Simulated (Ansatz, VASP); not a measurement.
## HfOs3 in VASP and in Ansatz

```
Hf Os
1.0
     3.97356    0.00000    0.00000
     0.00000    3.97356    0.00000
     0.00000    0.00000    3.97356
Hf Os
1 3
Direct
  0.00000 0.00000 0.00000
  0.50000 0.50000 0.00000
  0.50000 0.00000 0.50000
  0.00000 0.50000 0.50000
```

The cell comes from a database or a generator and needn't be the stable form of this composition.

Alike in both runs: task single point; functional PBE; k mesh 6 × 6 × 6; no spin polarisation.

|  | VASP | Ansatz |
| --- | --- | --- |
| version | VASP 6.6.1 | Ansatz 0.2.0 |
| potentials or method | VASP PAW PBE potentials, release 64 (Hf_pv, Os) | plane waves, PAW |
| plane-wave cutoff (eV) | 520 | 420 |
| occupations | fermi-dirac, width 0.1 eV | fermi-dirac |
| valence electrons in the cell | 34 | 74 |

|  | VASP | Ansatz | Ansatz less VASP |
| --- | --- | --- | --- |
| gap on the k mesh at the Fermi level (eV) | none | none | - |
| pressure (GPa) | 0.1 | 0.9 | +0.76 |

A gap of «none» marks a metal or a gap that the smearing closes. The two sets of potentials don't hold the same shells in valence.

Spin-orbit coupling is left out, which matters for the levels of Hf, Os.
